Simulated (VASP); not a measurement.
An input for Ansatz (written as the equivalent of a VASP run, and not itself run):

Ansatz 0.2 input:
```yaml
crystal:
  lattice:
    - [0.0000000, 2.9823455, 2.9823455]
    - [2.9823455, 0.0000000, 2.9823455]
    - [2.9823455, 2.9823455, 0.0000000]
  atoms:
    - { symbol: Ca, position: [0.0000000, 0.0000000, 0.0000000] }
    - { symbol: Se, position: [0.5000000, 0.5000000, 0.5000000] }
kpoints:
  mp_grid: { grid: [6, 6, 6] }
hamiltonian:
  xc: pbe
  pseudopotentials: { kind: paw }
scf:
  occupations: { method: gaussian, width: 0.05 }
  max_iter: 100
output: { forces: true, stress: true, eigenvalues: true }
```

Task: Write the VASP files for the same calculation (PBE).

Result: One answer among several that fit: 
### INCAR
```
SYSTEM = CaSe
PREC = Accurate; ENCUT = 520; LREAL = .FALSE.
LASPH = .TRUE.
EDIFF = 1E-6; NELM = 100; ALGO = Normal
LMAXMIX = 4
ISMEAR = 0; SIGMA = 0.05
GGA = PE
LWAVE = .TRUE.; LCHARG = .FALSE.
```

File POSCAR:
```
CaSe
1
    0.0000000000     2.9823454781     2.9823454781
    2.9823454781     0.0000000000     2.9823454781
    2.9823454781     2.9823454781     0.0000000000
Ca Se
1 1
Direct
  0.0000000000   0.0000000000   0.0000000000
  0.5000000000   0.5000000000   0.5000000000
```

KPOINTS:
```
Automatic mesh
0
gamma
6 6 6
```

POTCAR, in this order: Ca_sv Se (PBE.64 set). Program: vasp_std.

What does not carry over: each code has its own PAW files, so the cut-off isn't converted (ENCUT is set for VASP's; basis.ecutwfc is left out, and Ansatz then takes the one that its files recommend); Ansatz stops its SCF on the density residual and VASP on the energy change (EDIFF).

The compound is CaSe in the rock salt structure. It was relaxed first.
